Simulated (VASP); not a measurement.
# Si (Fd-3m) in VASP: notebook, part 2 of 2

VASP 6.6.1. The steps go on from the part before.

## 3. Single point, r2SCAN

This run uses another cell than the first one, of 20.28 Å³/atom, 1.006 times its volume.

Contents of POSCAR:

```
Si
1.0
    0.0000000000      2.7271496470      2.7271496470
    2.7271496470      0.0000000000      2.7271496470
    2.7271496470      2.7271496470      0.0000000000
Si
2
Direct
    0.5000000000      0.5000000000      0.5000000000
    0.7500000000      0.7500000000      0.7500000000
```

Contents of INCAR.step1:

```
PREC = Accurate
ENCUT = 520
ISMEAR = 0
SIGMA = 0.05
LREAL = F
LASPH = T
NELM = 60
NBANDS = 11
GGA = PE
ALGO = Normal
EDIFF = 1E-4
LWAVE = T
LCHARG = F
```

Contents of INCAR.step2:

```
PREC = Accurate
ENCUT = 520
EDIFF = 1E-7
ISMEAR = 0
SIGMA = 0.05
LREAL = F
LASPH = T
NELM = 60
ALGO = Normal
ISIF = 2
LWAVE = F
LCHARG = F
METAGGA = R2SCAN
LMIXTAU = T
NBANDS = 11
ISTART = 1
```

Contents of KPOINTS:

```
Automatic mesh
0
Gamma
  14 14 14
```

Potentials or basis: VASP PAW PBE potentials, release 64 (Si).

Run with:

```sh
$ cat potpaw_PBE.64/Si/POTCAR > POTCAR
$ cp INCAR.step1 INCAR
$ mpirun -np 1 vasp_std > vasp.out
$ cp INCAR.step2 INCAR
$ mpirun -np 1 vasp_std > vasp.out
```

Wall time 81 s (1 thread of Intel Xeon 6975P-C (Granite Rapids), shared host); peak memory 0.18 GiB.

It converged, with:

```yaml
Free_energy: -17.5497 eV
Pressure: -0.8 GPa
Band_gap_on_the_k_mesh: 0.80 eV, indirect (least direct gap 2.75 eV)
```

Levels at points of the mesh, in eV from the valence-band top:
| k point | band 1 | band 2 | band 3 | band 4 | band 5 | band 6 | band 7 | band 8 | band 9 |
| --- | --- | --- | --- | --- | --- | --- | --- | --- | --- |
| (0.00, 0.00, 0.00) | -12.43 | 0.00 | 0.00 | 0.00 | 2.75 | 2.75 | 2.75 | 3.83 | 8.12 |
| (0.50, 0.00, 0.00) | -10.02 | -7.20 | -1.26 | -1.26 | 1.84 | 3.59 | 3.59 | 8.32 | 11.13 |
| (0.50, 0.50, 0.00) | -8.11 | -8.11 | -2.98 | -2.98 | 0.95 | 0.95 | 10.76 | 10.76 | 11.58 |

Caveat: the PAW data sets were made with another functional, which shifts forces and pressure a little.

## 4. Single point, r2SCAN

This run uses another cell than the first one, of 20.47 Å³/atom, 1.015 times its volume.

Contents of POSCAR:

```
Si
1.0
    0.0000000000      2.7357379442      2.7357379442
    2.7357379442      0.0000000000      2.7357379442
    2.7357379442      2.7357379442      0.0000000000
Si
2
Direct
    0.5000000000      0.5000000000      0.5000000000
    0.7500000000      0.7500000000      0.7500000000
```

Contents of INCAR.step1:

```
  PREC = Accurate
  ENCUT = 520
  ISMEAR = 0
  SIGMA = 0.05
  LREAL = F
  LASPH = T
  NELM = 80
  NBANDS = 11
  GGA = PE
  ALGO = Normal
  EDIFF = 1E-4
  LWAVE = T
  LCHARG = F
```

Contents of INCAR.step2:

```
  PREC = Accurate
  ENCUT = 520
  EDIFF = 1E-6
  ISMEAR = 0
  SIGMA = 0.05
  LREAL = F
  LASPH = T
  NELM = 80
  ALGO = Normal
  ISIF = 2
  LWAVE = F
  LCHARG = F
  METAGGA = R2SCAN
  LMIXTAU = T
  NBANDS = 11
  ISTART = 1
```

KPOINTS is that of step 3.

Potentials or basis: VASP PAW PBE potentials, release 64 (Si).

Run with:

```sh
$ cat potpaw_PBE.64/Si/POTCAR > POTCAR
$ cp INCAR.step1 INCAR
$ mpirun -np 1 vasp_std > vasp.out
$ cp INCAR.step2 INCAR
$ mpirun -np 1 vasp_std > vasp.out
```

OUTCAR:

```text
PREC = Accurate
   ENCUT = 520
   EDIFF = 1E-6
   ISMEAR = 0
   LREAL = F
   LASPH = T
   NELM = 80
   ISIF = 2
   METAGGA = R2SCAN
   ISTART = 1

 ion  position               nearest neighbor table
   1  0.500  0.500  0.500-   2 2.37   2 2.37   2 2.37   2 2.37
   2  0.750  0.750  0.750-   1 2.37   1 2.37   1 2.37   1 2.37

  LATTYP: Found a face centered cubic cell.
 ALAT       =     5.4714758884

  Lattice vectors:

[... 516 lines left out ...]
      4       3.9461      2.00000
      5       7.8159      0.00000
      6       9.7082      0.00000
      7      10.4168      0.00000
      8      10.5481      0.00000
      9      14.1636      0.00000
     10      14.4674      0.00000
     11      16.3807      0.00000

 [... further k-points ...]
[... 5 lines left out ...]
  --------------------------------------------------------------------------------------
  -------------------------------------------------------------------------------------
  Total       -0.4177102     -0.4177102     -0.4177102     -0.0000000      0.0000000      0.0000000
  in kB      -16.3430161    -16.3430161    -16.3430161     -0.0000000      0.0000000      0.0000000
  external PRESSURE =     -16.3430161 kB  Pullay stress =       0.0000000 kB

 VOLUME and BASIS-vectors are now :
 -----------------------------------------------------------------------------
  energy-cutoff  :      520.00
  volume of cell :       40.95
      direct lattice vectors                 reciprocal lattice vectors
     0.000000000  2.735737944  2.735737944    -0.182766043  0.182766043  0.182766043
     2.735737944  0.000000000  2.735737944     0.182766043 -0.182766043  0.182766043
     2.735737944  2.735737944  0.000000000     0.182766043  0.182766043 -0.182766043

 POSITION                                       TOTAL-FORCE (eV/Angst)
 -----------------------------------------------------------------------------------
      2.73574      2.73574      2.73574         0.000000      0.000000      0.000000
      4.10361      4.10361      4.10361        -0.000000     -0.000000     -0.000000
 -----------------------------------------------------------------------------------
    total drift:                                0.000000     -0.000000     -0.000000

  FREE ENERGIE OF THE ION-ELECTRON SYSTEM (eV)
  ---------------------------------------------------
  free  energy   TOTEN  =       -17.5467927415 eV

  energy  without entropy=      -17.5467927415  energy(sigma->0) =      -17.54679274
```

OUTCAR.step1:

```text
PREC = Accurate
   ENCUT = 520
   ISMEAR = 0
   LREAL = F
   LASPH = T
[... 560 lines left out ...]
 -----------------------------------------------------------------------------------
      2.73574      2.73574      2.73574         0.000000      0.000000      0.000000
      4.10361      4.10361      4.10361        -0.000000     -0.000000     -0.000000
 -----------------------------------------------------------------------------------
    total drift:                                0.000000     -0.000000     -0.000000

  FREE ENERGIE OF THE ION-ELECTRON SYSTEM (eV)
  ---------------------------------------------------
  free  energy   TOTEN  =       -10.8498758577 eV

  energy  without entropy=      -10.8498758577  energy(sigma->0) =      -10.84987586
```

OSZICAR.step1:

```text
N       E                     dE             d eps       ncg     rms          rms(c)
DAV:   1     0.829706914923E+01    0.82971E+01   -0.32265E+03  2288   0.583E+02
DAV:   2    -0.104172074128E+02   -0.18714E+02   -0.17965E+02  3075   0.861E+01
DAV:   3    -0.110120388142E+02   -0.59483E+00   -0.59278E+00  2907   0.135E+01
DAV:   4    -0.110170271439E+02   -0.49883E-02   -0.49876E-02  2780   0.154E+00
DAV:   5    -0.110170748029E+02   -0.47659E-04   -0.47659E-04  2869   0.139E-01    0.474E+00
DAV:   6    -0.109018349508E+02    0.11524E+00   -0.64548E-02  2597   0.104E+00    0.288E+00
DAV:   7    -0.108483650890E+02    0.53470E-01   -0.12668E-01  2617   0.157E+00    0.166E-01
DAV:   8    -0.108496388043E+02   -0.12737E-02   -0.57401E-03  2611   0.405E-01    0.791E-02
DAV:   9    -0.108498515602E+02   -0.21276E-03   -0.20651E-04  2870   0.870E-02    0.580E-02
DAV:  10    -0.108498758577E+02   -0.24297E-04   -0.20381E-05  1614   0.265E-02
   1 F= -.10849876E+02 E0= -.10849876E+02  d E =-.481301E-14
```

Run time: 69 s. Hardware: 1 thread of Intel Xeon 6975P-C (Granite Rapids), shared host; peak memory 0.18 GiB.

Results:

```yaml
Free_energy: -17.5468 eV
Pressure: -1.6 GPa
Band_gap_on_the_k_mesh: 0.81 eV, indirect (least direct gap 2.75 eV)
```

Caveat: the PAW data sets were made with another functional, which shifts forces and pressure a little.

## 5. The runs side by side

| cell | gap on the mesh (eV) | pressure (GPa) |
| --- | --- | --- |
| Fd-3m, 20.17 Å³/atom | 0.79 | -0.2 |
| Fd-3m, 20.28 Å³/atom | 0.80 | -0.8 |
| Fd-3m, 20.47 Å³/atom | 0.81 | -1.6 |

Alike in all rows: task single point; level r2SCAN; potentials or basis VASP PAW PBE potentials, release 64 (Si); no spin polarisation; k mesh 14 × 14 × 14; cutoff (eV) 520; smearing gaussian 0.05 eV.

On the cell as given the gap runs from 0.79 eV (r2SCAN) to 0.81 eV (r2SCAN).

Caveats: the PAW data sets were made with another functional, which shifts forces and pressure a little.

Total energies depend on the potentials used, so only differences within one code and one set of settings carry meaning.
